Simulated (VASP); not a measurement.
Crystal: CsBa3.

```
CELL_PARAMETERS angstrom
0.00000 5.22128 5.22128
5.22128 0.00000 5.22128
5.22128 5.22128 0.00000
ATOMIC_POSITIONS crystal
Ba 0.50000 0.50000 0.50000
Ba 0.75000 0.75000 0.75000
Ba 0.25000 0.25000 0.25000
Cs 0.00000 0.00000 0.00000
```

The cell comes from a database or a generator and needn't be the stable form of this composition.

| Quantity | Value |
| --- | --- |
| Program | VASP 6.6.1 |
| Task | single point |
| Functional | PBE |
| Potentials or basis | VASP PAW PBE potentials, release 64 (Ba_sv, Cs_sv) |
| Cutoff | 520 eV |
| k mesh | 5 × 5 × 5 |
| Occupations | fermi-dirac, width 0.05 eV |
| Spin | no spin polarisation |

On this cell: pressure 0.1 GPa; largest force zero by symmetry; band gap on the k mesh none (metal or under the smearing width).

The same run follows on a disturbed copy (atoms moved at random, drawn with an rms of 0.05 Å):

```
Ba Cs
1.0
     0.00000    5.22128    5.22128
     5.22128    0.00000    5.22128
     5.22128    5.22128    0.00000
Ba Cs
3 1
Direct
  0.50123 0.49717 0.49677
  0.75905 0.74604 0.75630
  0.25195 0.25099 0.24578
  0.00847 0.00036 0.99270
```

Task: What does the disturbed cell give?

Result: The energy (extrapolated to zero smearing) moves by +1.4 meV/atom; pressure 0.1 GPa; largest force 0.094 eV/Å; band gap on the k mesh none (metal or under the smearing width).

Forces in eV/Å, atoms in the order of the input:
```
Ba   0.031  0.052  0.037
Ba  -0.044 -0.083 -0.009
Ba  -0.018  0.007  0.000
Cs   0.032  0.024 -0.028
```
